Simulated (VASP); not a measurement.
Input for VASP

POSCAR:
```
Sb
1
    4.0212792362    -2.1929255073    -0.0018902797
    4.0212792362     2.1929255073    -0.0018902797
    2.8271045941     0.0000000000     3.6037605953
Sb
2
Direct
  0.2329647319   0.2329647319   0.2329647319
  0.7670352681   0.7670352681   0.7670352681
```

**INCAR**
```
ALGO=Normal
EDIFF=1E-7
EDIFFG=-0.01
ENCUT=480
GGA=PE
IBRION=2
ISIF=3
ISMEAR=0
LASPH=.TRUE.
LCHARG=.FALSE.
LMAXMIX=4
LREAL=.FALSE.
LWAVE=.FALSE.
NELM=100
NSW=40
PREC=Accurate
PSTRESS=100
SIGMA=0.05
SYSTEM=Sb
```

**KPOINTS**
```
kpoints
0
G
8 8 8
```

POTCAR, in this order: Sb (PBE.64 set). Program: vasp_std.

Translate this PBE calculation to Ansatz.

One equivalent input (not run):
Ansatz 0.2 input:
```yaml
crystal:
  lattice:
    - [4.0212792, -2.1929255, -0.0018903]
    - [4.0212792, 2.1929255, -0.0018903]
    - [2.8271046, 0.0000000, 3.6037606]
  atoms:
    - { symbol: Sb, position: [0.2329647, 0.2329647, 0.2329647] }
    - { symbol: Sb, position: [0.7670353, 0.7670353, 0.7670353] }
kpoints:
  mp_grid: { grid: [8, 8, 8] }
hamiltonian:
  xc: pbe
  pseudopotentials: { kind: paw }
scf:
  occupations: { method: gaussian, width: 0.05 }
  max_iter: 100
relax:
  max_steps: 40
  f_tol: 0.01
  cell: { p_target: 10 }
output: { forces: true, stress: true, eigenvalues: true }
```
What does not carry over: each code has its own PAW files, so the cut-off isn't converted (ENCUT is set for VASP's; basis.ecutwfc is left out, and Ansatz then takes the one that its files recommend); Ansatz stops its SCF on the density residual and VASP on the energy change (EDIFF).

The compound is Sb in the a7 structure. This run relaxes it under an external pressure of 10 GPa. Symmetry was kept, so distortions that lower it aren't found.
